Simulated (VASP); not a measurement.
Consider the following.

```xyz
4
Lattice="3.6748 0.0000 0.0000 0.0000 3.6748 0.0000 0.0000 0.0000 3.6748" Properties=species:S:1:pos:R:3 pbc="T T T"
Cu     0.0000     1.8374     1.8374
Cu     1.8374     0.0000     1.8374
Cu     1.8374     1.8374     0.0000
Au     0.0000     0.0000     0.0000
```

The numbers are results of LDA (Ceperley-Alder, Perdew-Zunger), VASP's LDA PAW potentials (set 64) (plane waves; VASP), not measurements. Run with 400 eV cut-off, 8×8×8 Γ-centred mesh, first-order Methfessel-Paxton smearing of 0.10 eV, potentials Cu Au.

Unless said otherwise, spin-orbit coupling is left out, though it shifts the bands of the heavy elements here.

**Question.** Predict the energy per atom (σ→0), band gap (on the k-mesh) with the smallest direct gap where there is one.

**Answer.** 
```json
{
 "band gap (on the k-mesh)": "none (metal, semimetal or under 0.01 eV)",
 "energy per atom (σ→0)": "-4.683 eV/atom"
}
```

The absolute energy has meaning only against runs of the same code, potentials and settings.

The compound is Cu3Au in the L1_2 structure. It was relaxed first, which changed the volume by -6 %. The start is the result of an earlier pass.
